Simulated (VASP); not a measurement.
Crystal: Rh.

```
Rh
1.0
     0.00000    1.90299    1.90299
     1.90299    0.00000    1.90299
     1.90299    1.90299    0.00000
Rh
1
Cartesian
  0.0000 0.0000 0.0000
```

- Program: VASP 6.6.1
- Task: relaxation of cell and atoms
- Functional: PBEsol
- Potentials or basis: VASP PAW PBE potentials, release 64 (Rh_pv)
- Cutoff: 300 eV
- k mesh: 18 × 18 × 18
- Occupations: gaussian, width 0.1 eV
- Spin: no spin polarisation

At the start: pressure -6.3 GPa; volume 13.78 Å³/atom.

Task: Where does the relaxation end?

Result: Over 4 steps the energy falls by 6.3 meV/atom and the volume is 13.47 Å³/atom (-2.3 %); space group Fm-3m (No. 225, to 0.05 Å).

The path:
| step | energy change (eV) | largest force (eV/Å) | pressure (GPa) | volume (Å³) |
| --- | --- | --- | --- | --- |
| 1 | 0.0000 | 0.0000 | -6.29 | 13.78 |
| 2 | 0.0346 | 0.0000 | 18.84 | 12.73 |
| 3 | -0.0063 | 0.0000 | -0.13 | 13.47 |
| 4 | -0.0063 | 0.0000 | 0.00 | 13.47 |

Final structure:
```cif
data_structure
_symmetry_space_group_name_H-M 'P 1'
_symmetry_Int_Tables_number 1
_cell_length_a 2.6706
_cell_length_b 2.6706
_cell_length_c 2.6706
_cell_angle_alpha 60.000
_cell_angle_beta 60.000
_cell_angle_gamma 60.000
_cell_volume 13.47
loop_
_atom_site_label
_atom_site_type_symbol
_atom_site_fract_x
_atom_site_fract_y
_atom_site_fract_z
_atom_site_occupancy
Rh1 Rh 0.00000 0.00000 0.00000 1
```

Caveat: the cutoff is under 1.25 times the usual one of these potentials, so pressure, stress and relaxed cells hold a basis-set (Pulay) error; the PAW data sets were made with another functional, which shifts forces and pressure a little.
